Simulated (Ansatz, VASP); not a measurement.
## Al3BP2: VASP beside Ansatz

File INCAR:

```
PREC     = Accurate       # precision mode
ENCUT    = 520            # plane-wave cutoff, eV
EDIFF    = 1E-6           # SCF threshold, eV
ISMEAR   = 0              # smearing method
SIGMA    = 0.1            # smearing width, eV
LREAL    = False          # projectors in reciprocal space
LASPH    = True           # aspherical terms in the spheres
NELM     = 100            # most SCF steps
ALGO     = Normal         # electronic algorithm
ISIF     = 2              # what is computed and relaxed
LWAVE    = False          # write WAVECAR
LCHARG   = False          # write CHGCAR
GGA      = PE             # functional
NBANDS   = 34             # bands
```

Contents of KPOINTS:

```
regular mesh
0
Gamma
  6 4 1
```

File POSCAR:

```
Al3BP2
1.0
    4.0054548655      0.0000000000      0.0000000000
   -1.8632998528      4.5770397788      0.0000000000
   -1.5551597827     -0.6987294251     14.9773910019
Al B P
6 2 4
Direct
    0.4478964718      0.3794822878      0.6295034252
    0.6216131915      0.2704852182      0.1520817627
    0.4523946100      0.1387707157      0.8840723814
    0.2564238950      0.5100422685      0.3717170072
    0.3491930315      0.7879955663      0.0475510755
    0.8200856070      0.6449237446      0.5071440566
    0.3589522178      0.2172174378      0.7526785271
    0.1409870011      0.4000724548      0.2339013780
    0.7049810462      0.5269359188      0.9996937972
    0.0187315253      0.1996363617      0.4925671826
    0.4187218725      0.9432656878      0.4663113561
    0.9100195304      0.9811723379      0.9627780504
```

Input for Ansatz:

```yaml
crystal:
  lattice:
    - [4.0054548655, 0.0, 0.0]
    - [-1.8632998528, 4.5770397788, 0.0]
    - [-1.5551597827, -0.6987294251, 14.9773910019]
  atoms:
    - { symbol: Al, position: [0.4478964718, 0.3794822878, 0.6295034252] }
    - { symbol: Al, position: [0.6216131915, 0.2704852182, 0.1520817627] }
    - { symbol: Al, position: [0.45239461, 0.1387707157, 0.8840723814] }
    - { symbol: Al, position: [0.256423895, 0.5100422685, 0.3717170072] }
    - { symbol: Al, position: [0.3491930315, 0.7879955663, 0.0475510755] }
    - { symbol: Al, position: [0.820085607, 0.6449237446, 0.5071440566] }
    - { symbol: B, position: [0.3589522178, 0.2172174378, 0.7526785271] }
    - { symbol: B, position: [0.1409870011, 0.4000724548, 0.233901378] }
    - { symbol: P, position: [0.7049810462, 0.5269359188, 0.9996937972] }
    - { symbol: P, position: [0.0187315253, 0.1996363617, 0.4925671826] }
    - { symbol: P, position: [0.4187218725, 0.9432656878, 0.4663113561] }
    - { symbol: P, position: [0.9100195304, 0.9811723379, 0.9627780504] }
basis:
  ecutwfc: 420
kpoints:
  mp_grid: { grid: [6, 4, 1] }
hamiltonian:
  xc: pbe
scf:
  occupations: { method: gaussian, width: 0.1 }
  lower_state_search: "off"
output:
  forces: true
  stress: true
  eigenvalues: true
```

Change from the starting cell: the structure that the rattled cell fell into.

Alike in both runs: task single point; functional PBE; k mesh 6 × 4 × 1; occupations gaussian, width 0.1 eV; no spin polarisation.

|  | VASP | Ansatz |
| --- | --- | --- |
| version | VASP 6.6.1 | Ansatz 0.2.0 |
| potentials or method | VASP PAW PBE potentials, release 64 (Al, B, P) | scalar-relativistic, plane waves, PAW |
| plane-wave cutoff (eV) | 520 | 420 |
| valence electrons in the cell | 44 | 44 |

VASP gave:

```
gap on the k mesh at the Fermi level (eV)       : none
pressure (GPa)                                  : -0.2
largest component of the traceless stress (GPa) : 2.31
rms of the force components (eV/Å)              : 0.378
```

Q: What did Ansatz give for the same quantities?

A: gap on the k mesh at the Fermi level (eV): none; pressure (GPa): -0.1; largest component of the traceless stress (GPa): 2.33; rms of the force components (eV/Å): 0.384.

Atom by atom the forces differ by 0.013 eV/Å (rms over components). A gap of «none» marks a metal or a gap that the smearing closes.

Caveats: the k mesh is coarse (spacing up to 0.42 Å⁻¹), so the values aren't converged; forces of over 1 eV/Å show positions far from the minimum, so gaps and moduli don't describe the material at rest.
